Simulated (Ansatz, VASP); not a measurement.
# Ta3Cu in VASP and in Ansatz

```xyz
4
Lattice="-2.0065 2.0065 4.2082 2.0065 -2.0065 4.2082 2.0065 2.0065 -4.2082" Properties=species:S:1:pos:R:3 pbc="T T T"
Ta    0.0000    0.0000    4.2082
Ta    2.0065    0.0000    2.1041
Ta    0.0000    2.0065    2.1041
Cu    0.0000    0.0000    0.0000
```

The cell comes from a database or a generator and needn't be the stable form of this composition.

Alike in both runs: task single point; functional PBE; k mesh 9 × 9 × 9; occupations gaussian, width 0.1 eV; no spin polarisation.

|  | VASP | Ansatz |
| --- | --- | --- |
| version | VASP 6.6.1 | Ansatz 0.2.0 |
| potentials or method | VASP PAW PBE potentials, release 64 (Ta, Cu) | Ansatz PAW |
| plane-wave cutoff (eV) | 500 | 420 |
| valence electrons in the cell | 26 | 58 |

VASP gave:

- gap on the k mesh at the Fermi level (eV): none
- pressure (GPa): -1.1
- largest component of the traceless stress (GPa): 0.17

Problem. Which values does Ansatz return?

Solution. gap on the k mesh at the Fermi level (eV): none; pressure (GPa): 0.5; largest component of the traceless stress (GPa): 0.20.

A gap of «none» marks a metal or a gap that the smearing closes. The two sets of potentials don't hold the same shells in valence.

Spin-orbit coupling is left out, which matters for the levels of Ta.
